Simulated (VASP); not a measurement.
Given:

```
CsPbBr3
1.0
    5.93320     0.00000     0.00000
    0.00000     5.93320     0.00000
    0.00000     0.00000     5.93320
Cs Pb Br
1 1 3
Cartesian
  0.00000   0.00000   0.00000
  2.96660   2.96660   2.96660
  2.96660   0.00000   2.96660
  0.00000   2.96660   2.96660
  2.96660   2.96660   0.00000
```

These are MS2 meta-GGA, VASP's PBE PAW potentials (set 64) (plane waves; VASP 6.6.1) values and carry that method's errors. Settings: 520 eV cut-off, 4×4×4 Γ-centred mesh, tetrahedra with Blöchl corrections, potentials Cs_sv Pb_d Br.

The cores are frozen, which limits the accuracy of field gradients.

Problem. Give the principal components of the electric field gradient (V/Å²) and the asymmetry η at each nucleus.

Solution. 
| atom | Vxx | Vyy | Vzz | η |
|---|---|---|---|---|
| Cs1 | 0.0 | 0.0 | 0.0 | - |
| Pb2 | 0.0 | 0.0 | 0.0 | - |
| Br3 | -98.1 | -98.1 | 196.2 | 0.00 |
| Br4 | -98.1 | -98.1 | 196.2 | 0.00 |
| Br5 | -98.1 | -98.1 | 196.2 | 0.00 |

The compound is CsPbBr3 in the cubic perovskite structure, the ideal cubic form; the compound distorts at low or room temperature. It was relaxed first.
